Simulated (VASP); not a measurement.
Input for VASP

File POSCAR:
```
BaTiO3
3.9408620
  1.0000001058   0.0000000000   0.0000000000
  0.0000000000   1.0000001058   0.0000000000
  0.0000000000   0.0000000000   1.0161015325
Ba Ti O
1 1 3
Direct
  1.0000000000   0.0000000000   0.0003952610
  0.5000000000   0.5000000000   0.5143751258
  0.5000000000   0.5000000000   0.9775513573
  1.0000000000   0.5000000000   0.4858391279
  0.5000000000   0.0000000000   0.4858391279
```

INCAR:
```
SYSTEM = BaTiO3
PREC = Accurate; ENCUT = 520; LREAL = F
LASPH = T
EDIFF = 1E-7; NELM = 100; ALGO = Normal
LMAXMIX = 4
ISMEAR = -5
ISIF = 2
LWAVE = F; LCHARG = T; LORBIT = 11
NEDOS = 601
LEFG = T
```

File KPOINTS:
```
K-points
0
G
  6 6 6
```

POTCAR, in this order: Ba_sv Ti_sv O (LDA.64 set). Program: vasp_std.

Question: Write an equivalent input for Quantum ESPRESSO's pw.x.

Answer: One equivalent input (not run):
```
&CONTROL
  calculation = 'scf'
  pseudo_dir = './pseudo'
  outdir = './out'
  tprnfor = .true.
  tstress = .true.
/
&SYSTEM
  ibrav = 0
  nat = 5
  ntyp = 3
  ecutwfc = 84
  occupations = 'tetrahedra'
  input_dft = 'pz'
/
&ELECTRONS
  conv_thr = 7.3e-09
  electron_maxstep = 100
/
ATOMIC_SPECIES
  Ba 137.327 Ba.upf
  Ti 47.867 Ti.upf
  O 15.999 O.upf
CELL_PARAMETERS angstrom
     3.9408624    0.0000000    0.0000000
     0.0000000    3.9408624    0.0000000
     0.0000000    0.0000000    4.0043159
ATOMIC_POSITIONS crystal
  Ba   1.0000000  0.0000000  0.0003953
  Ti   0.5000000  0.5000000  0.5143751
  O    0.5000000  0.5000000  0.9775514
  O    1.0000000  0.5000000  0.4858391
  O    0.5000000  0.0000000  0.4858391
K_POINTS automatic
  6 6 6 0 0 0
```
What does not carry over: the potentials are each code's own (VASP's PAW set, PseudoDojo norm-conserving files in pw.x), so ENCUT and ecutwfc are chosen apart and not converted; conv_thr bounds pw.x's estimated SCF error, while EDIFF bounds the energy change between steps; the field gradients of LEFG aren't asked of the other code.

The compound is BaTiO3 in the tetragonal perovskite structure. It was relaxed first.
